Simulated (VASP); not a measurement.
# CsPbBr3: lattice, stiffness and zone-centre modes, part 2 of 2

What lattice, stiffness and vibrations does CsPbBr3 have at one level of theory? The starting structure is a measured crystal structure from the Crystallography Open Database. All runs use PBEsol.

VASP 6.6.1.

So far. Step 3 (Elastic constants): The elastic tensor has C11 = 51.0, C12 = 6.3, C44 = 4.0 GPa; its Hill averages are a bulk modulus of 21.2 and a shear modulus of 8.7 GPa. Step 4 (Modes of the relaxed cell): The zone-centre modes at 40.699 Å³ an atom are T1u (3) 97.5, T1u (2) 36.6, T2u 13.6, T1u (1) -18.7 cm⁻¹.

## 5. Modes at 0.97 of that volume

Level of this step: PBEsol; plane waves and PAW (Pb_d, Cs_sv, Br) (VASP).

Shape and positions were first relaxed at this volume, in a run that isn't shown.

Contents of INCAR:

```
SYSTEM = CsPbBr3
PREC = Accurate
ENCUT = 500
EDIFF = 1E-08
NELM = 100
ISMEAR = 0
SIGMA = 0.03
LREAL = .FALSE.
ALGO = Normal
GGA = PS
NBANDS = 28
LORBIT = 11
LWAVE = .FALSE.
LCHARG = .FALSE.
KPAR = 8
IBRION = 8
LEPSILON = .TRUE.
LPEAD = .TRUE.
ISIF = 2
```

Contents of POSCAR:

```
CsPbBr3
1.0
    5.8224894444      0.0000000000      0.0000000000
    0.0000000000      5.8224894444      0.0000000000
    0.0000000000      0.0000000000      5.8224894444
Pb Cs Br
1 1 3
Direct
    0.5000000000      0.5000000000      0.5000000000
    0.0000000000      0.0000000000      0.0000000000
    0.5000000000      0.5000000000      0.0000000000
    0.5000000000      0.0000000000      0.5000000000
    0.0000000000      0.5000000000      0.5000000000
```

Contents of KPOINTS:

```
Automatic mesh
0
Gamma
6 6 6
0 0 0
```

Potentials, in the order of the species: Pb_d, Cs_sv and Br (PBE family, release 64).

Run with:

```sh
$ mpirun -np 8 vasp_std
```

Log:

```text
[... set-up lines as in an earlier step ...]
 entering main loop
       N       E                     dE             d eps       ncg     rms          rms(c)
DAV:   1     0.389262765890E+03    0.38926E+03   -0.18524E+04  1120   0.137E+03
DAV:   2     0.285058047789E+02   -0.36076E+03   -0.34901E+03  1312   0.313E+02
DAV:   3    -0.155469365909E+02   -0.44053E+02   -0.43433E+02  1412   0.118E+02
DAV:   4    -0.172240463074E+02   -0.16771E+01   -0.16730E+01  1404   0.296E+01
[...]
DAV:  14    -0.167969527466E+02   -0.27233E-06   -0.99663E-07  1716   0.861E-03    0.206E-03
DAV:  15    -0.167969527045E+02    0.42070E-07   -0.17607E-07  1648   0.363E-03    0.794E-04
DAV:  16    -0.167969526960E+02    0.85879E-08   -0.21371E-08  1172   0.106E-03
   1 F= -.16796953E+02 E0= -.16796953E+02  d E =-.112048E-13
 Linear response reoptimize wavefunctions to high precision
DAV:   1    -0.167969526949E+02    0.10727E-08   -0.13459E-09   872   0.264E-04
DAV:   2    -0.167969526950E+02   -0.10459E-09   -0.18380E-10   780   0.111E-04
[...]
RMM:  14    -0.149818754187E+00    0.26705E-08   -0.19902E-08  6575   0.736E-05    0.518E-07
 first order change of Fermi-energy   0.71685E-04
 force on displaced ion       3 direction 1 :  -0.096   0.000   0.000
 Born effective charge ion    3 direction 1 :  -0.711   0.000   0.000
 Linear response progress:
  Degree of freedom:   4/  4
       N       E                     dE             d eps       ncg     rms          rms(c)
RMM:   1    -0.149663587572E+00   -0.14966E+00    0.10306E-01  4497   0.133E+00
RMM:   2    -0.149099433890E+00    0.56415E-03   -0.32008E-03  3657   0.347E-01    0.107E-01
RMM:   3    -0.149574839062E+00   -0.47541E-03   -0.65123E-04  3815   0.139E-01    0.498E-02
RMM:   4    -0.150030466953E+00   -0.45563E-03   -0.14351E-04  3691   0.554E-02    0.880E-03
[...]
RMM:  12    -0.150083251736E+00   -0.49147E-07   -0.60760E-08  4087   0.106E-04    0.155E-05
RMM:  13    -0.150083286831E+00   -0.35095E-07   -0.63910E-09  4294   0.780E-05    0.261E-06
RMM:  14    -0.150083279240E+00    0.75912E-08   -0.82966E-08  4176   0.678E-05    0.689E-07
 first order change of Fermi-energy  -0.26844E-03
 force on displaced ion       3 direction 3 :   0.000   0.000  -2.911
 Born effective charge ion    3 direction 3 :   0.000   0.000  -4.255
 Born effective charges drift removed
 Linear response finished
```

The job ended after 12 min (8 MPI ranks of Intel Xeon Platinum 8259CL at 2.50GHz (Skylake/Cascade Lake), shared host; peak memory 8.2 GiB).

From OUTCAR (step 5):

```text
  Total        0.7162080      0.7162080      0.7162080      0.0000000      0.0000000      0.0000000
  in kB        5.8133119      5.8133119      5.8133119      0.0000000      0.0000000      0.0000000
  external PRESSURE =       5.8133119 kB  Pullay stress =       0.0000000 kB

 POSITION                                       TOTAL-FORCE (eV/Angst)
 -----------------------------------------------------------------------------------
      2.91124      2.91124      2.91124         0.000000      0.000000      0.000000
      0.00000      0.00000      0.00000         0.000000      0.000000      0.000000
      2.91124      2.91124      0.00000         0.000000      0.000000      0.000000
      2.91124      0.00000      2.91124         0.000000      0.000000      0.000000
      0.00000      2.91124      2.91124         0.000000      0.000000      0.000000
 -----------------------------------------------------------------------------------
    total drift:                                0.000000     -0.000000     -0.000000

 MACROSCOPIC STATIC DIELECTRIC TENSOR (including local field effects in DFT)
 ------------------------------------------------------
           4.964065     0.000000     0.000000
           0.000000     4.964065     0.000000
          -0.000000    -0.000000     4.964065
 ------------------------------------------------------

 MACROSCOPIC STATIC DIELECTRIC TENSOR IONIC CONTRIBUTION
 ------------------------------------------------------
          41.163542     0.000000     0.000000
           0.000000    41.163542     0.000000
           0.000000     0.000000    41.163542
 ------------------------------------------------------

[... 1 part as in an earlier step ...]

[... 1 further part left out ...]
```

The zone-centre modes at 39.478 Å³ an atom are T1u (3) 112.7, T1u (2) 34.1, T2u 13.6, T1u (1) -13.7 cm⁻¹.

## 6. Modes at 1.03 of that volume

Shape and positions were first relaxed at this volume, in a run that isn't shown.

INCAR is that of step 5.

POSCAR, as its differences from that of step 5:

```diff
@@ -2,5 +2,5 @@
 1.0
-    5.8224894444      0.0000000000      0.0000000000
-    0.0000000000      5.8224894444      0.0000000000
-    0.0000000000      0.0000000000      5.8224894444
+    5.9401471935      0.0000000000      0.0000000000
+    0.0000000000      5.9401471935      0.0000000000
+    0.0000000000      0.0000000000      5.9401471935
 Pb Cs Br
```

KPOINTS is that of step 5.

Run with:

```sh
$ mpirun -np 8 vasp_std
```

Log:

```text
[... set-up lines as in an earlier step ...]
 entering main loop
       N       E                     dE             d eps       ncg     rms          rms(c)
DAV:   1     0.386626643400E+03    0.38663E+03   -0.18363E+04  1120   0.134E+03
DAV:   2     0.286790704152E+02   -0.35795E+03   -0.34760E+03  1348   0.305E+02
DAV:   3    -0.157710153240E+02   -0.44450E+02   -0.44051E+02  1396   0.118E+02
DAV:   4    -0.173021857261E+02   -0.15312E+01   -0.15274E+01  1376   0.288E+01
[...]
DAV:  13    -0.167917274624E+02   -0.28210E-06   -0.23314E-06  1444   0.901E-03    0.288E-03
DAV:  14    -0.167917276986E+02   -0.23620E-06   -0.83243E-07  1572   0.842E-03    0.153E-03
DAV:  15    -0.167917276908E+02    0.78235E-08   -0.72600E-08  1408   0.189E-03
   1 F= -.16791728E+02 E0= -.16791728E+02  d E =-.728120E-25
 Linear response reoptimize wavefunctions to high precision
DAV:   1    -0.167917276962E+02   -0.54565E-08   -0.18128E-08  1524   0.126E-03
DAV:   2    -0.167917276962E+02   -0.10914E-10   -0.75768E-10   804   0.134E-04
 Linear response to external field (no local field effect), progress :
[...]
RMM:  17    -0.150412492138E+00   -0.11647E-09   -0.11662E-07  6227   0.223E-04    0.927E-08
 first order change of Fermi-energy   0.48868E-04
 force on displaced ion       3 direction 1 :  -0.109   0.000   0.000
 Born effective charge ion    3 direction 1 :  -0.729   0.000   0.000
 Linear response progress:
  Degree of freedom:   4/  4
       N       E                     dE             d eps       ncg     rms          rms(c)
RMM:   1    -0.149738913516E+00   -0.14974E+00    0.10566E-01  4466   0.130E+00
RMM:   2    -0.149542899480E+00    0.19601E-03   -0.19134E-03  3638   0.347E-01    0.992E-02
RMM:   3    -0.150097789575E+00   -0.55489E-03   -0.58821E-04  3784   0.131E-01    0.462E-02
RMM:   4    -0.150558757443E+00   -0.46097E-03   -0.15409E-04  3718   0.547E-02    0.867E-03
[...]
RMM:  16    -0.150606368501E+00    0.99511E-09    0.98577E-07  3799   0.177E-04    0.291E-07
RMM:  17    -0.150606367465E+00    0.10358E-08    0.91651E-07  3744   0.177E-04    0.181E-07
RMM:  18    -0.150606367119E+00    0.34665E-09    0.96603E-07  3763   0.176E-04    0.795E-08
 first order change of Fermi-energy  -0.41570E-03
 force on displaced ion       3 direction 3 :  -0.000   0.000  -1.596
 Born effective charge ion    3 direction 3 :   0.000   0.000  -4.161
 Born effective charges drift removed
 Linear response finished
```

Elapsed: 16 min, on 8 MPI ranks; peak memory 9.3 GiB.

OUTCAR, selected parts (step 6):

```text
  Total       -0.9005746     -0.9005746     -0.9005746      0.0000000      0.0000000     -0.0000000
  in kB       -6.8839650     -6.8839650     -6.8839650      0.0000000      0.0000000     -0.0000000
  external PRESSURE =      -6.8839650 kB  Pullay stress =       0.0000000 kB

 POSITION                                       TOTAL-FORCE (eV/Angst)
 -----------------------------------------------------------------------------------
      2.97007      2.97007      2.97007         0.000000      0.000000      0.000000
      0.00000      0.00000      0.00000         0.000000      0.000000      0.000000
      2.97007      2.97007      0.00000         0.000000      0.000000      0.000000
      2.97007      0.00000      2.97007         0.000000      0.000000      0.000000
      0.00000      2.97007      2.97007         0.000000      0.000000      0.000000
 -----------------------------------------------------------------------------------
    total drift:                                0.000000     -0.000000     -0.000000

 MACROSCOPIC STATIC DIELECTRIC TENSOR (including local field effects in DFT)
 ------------------------------------------------------
           4.642003     0.000000    -0.000000
          -0.000000     4.642003    -0.000000
          -0.000000    -0.000000     4.642003
 ------------------------------------------------------

 MACROSCOPIC STATIC DIELECTRIC TENSOR IONIC CONTRIBUTION
 ------------------------------------------------------
          11.732655    -0.000000    -0.000000
          -0.000000    11.732655    -0.000000
          -0.000000    -0.000000    11.732655
 ------------------------------------------------------

[... 1 part as in an earlier step ...]

[... 1 further part left out ...]
```

The zone-centre modes at 41.920 Å³ an atom are T1u (3) 81.9, T1u (2) 38.9, T2u 13.7, T1u (1) -21.2 cm⁻¹.

## 7. All runs side by side

```
                         run  volume (Å³/atom)  T1u (3)  T1u (2)   T2u  T1u (1)  core minutes
                  relaxation            40.699        -        -     -        -          2.93
           elastic constants            40.699        -        -     -        -         229.0
   modes of the relaxed cell            40.699     97.5     36.6  13.6    -18.7          88.9
modes at 0.97 of that volume            39.478    112.7     34.1  13.6    -13.7          96.3
modes at 1.03 of that volume             41.92     81.9     38.9  13.7    -21.2         130.0
```

Modes are in cm⁻¹, degenerate ones as one, matched by symmetry and order. A number in brackets counts the listed modes of one symmetry from the lowest. The symmetry labels come from an automatic analysis and can be wrong where levels nearly coincide. Core minutes are wall time times ranks of the run shown, on a shared host.

## 8. What came out

| Quantity | Value |
| --- | --- |
| relaxed volume | 40.70 Å³/atom |
| bulk modulus from two volumes | 21.6 GPa |
| Hill shear modulus | 8.69 GPa |
| mode T1u (3) | 97.5 cm⁻¹ |
| mode T1u (2) | 36.6 cm⁻¹ |
| mode T2u | 13.6 cm⁻¹ |
| mode T1u (1) | -18.7 cm⁻¹ |
| Grüneisen parameter of T1u (3) | 5.32 |
| Grüneisen parameter of T1u (2) | -2.21 |
| Grüneisen parameter of T2u | -0.13 |

**Reading.** At the PBEsol level CsPbBr3 relaxes to 40.70 Å³ an atom. The bulk modulus is 21.6 GPa from the pressures at two volumes and 21.2 GPa as the Hill average of the elastic tensor, so the two routes agree. The mode Grüneisen parameters, from the cells at 0.97 and 1.03 of the volume, run from -2.21 (T1u (2)) to 5.32 (T1u (3)). Levels that come within 1 cm⁻¹ of another or under 2 cm⁻¹, or whose frequency doesn't run one way with the volume, are left out of this. Soft modes change by more than one parameter describes: T1u (1) goes from -13.7 to -21.2 cm⁻¹ between the two cells. Imaginary modes appear in the modes of the relaxed cell, modes at 0.97 of that volume and modes at 1.03 of that volume, given as negative numbers, so the symmetric structure may be unstable. On the mesh of the mode run the relaxed cell still holds -0.11 GPa, so the volume, relaxed on a 4×4×4 mesh, is off by about 0.5 %, which bears on soft modes. The dielectric constants and Born charges in the logs aren't compared here; at a small gap they can be far off, and in a run without a gap they mean nothing. The frequencies are harmonic, and the splitting of polar modes by their long-range field is left out. All values are for a static lattice. Further runs on this material are not shown.

[Lines on the potential files, build, host, timing and source positions are cut from VASP's logs without a mark.]

[Logs are printed without paths, hosts, clocks, repeated set-up lines and the standing remarks that a program may print on its own settings, such as how far it seeks lower states.]

[Hosts, paths, dates, database ids (printed as entryN), source tags and the programs' standing remarks are cut or masked in the printed files.]
